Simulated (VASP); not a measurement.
Energy against volume of CdS (zinc blende). These are r2SCAN meta-GGA, VASP's PBE PAW potentials (set 64) (plane waves; VASP) values and carry that method's errors. Numerical set-up: 520 eV cut-off, 8×8×8 Γ-centred mesh, Gaussian smearing of 0.050 eV, potentials Cd S.

```json
[
 {"V (Å³/atom)": "23.979", "E (eV/atom)": "-14.82338"},
 {"V (Å³/atom)": "24.744", "E (eV/atom)": "-14.83838"},
 {"V (Å³/atom)": "25.509", "E (eV/atom)": "-14.84310"},
 {"V (Å³/atom)": "26.274", "E (eV/atom)": "-14.83912"}
]
```

Question: Fit these four points and predict the energy of the run at 27.040 Å³/atom.

Answer: A cubic in V^(−2/3), the third-order Birch-Murnaghan form, passes through the four points with V0 = 25.52 Å³/atom and B0 = 60 GPa, and gives -14.8278 eV/atom there. The run gave -14.8277 eV/atom, +0.0 meV/atom from the fit; all five points give B0 = 61 GPa.

The compound is CdS in the zinc blende structure, a metastable form; wurtzite is the usual one. It was relaxed first.
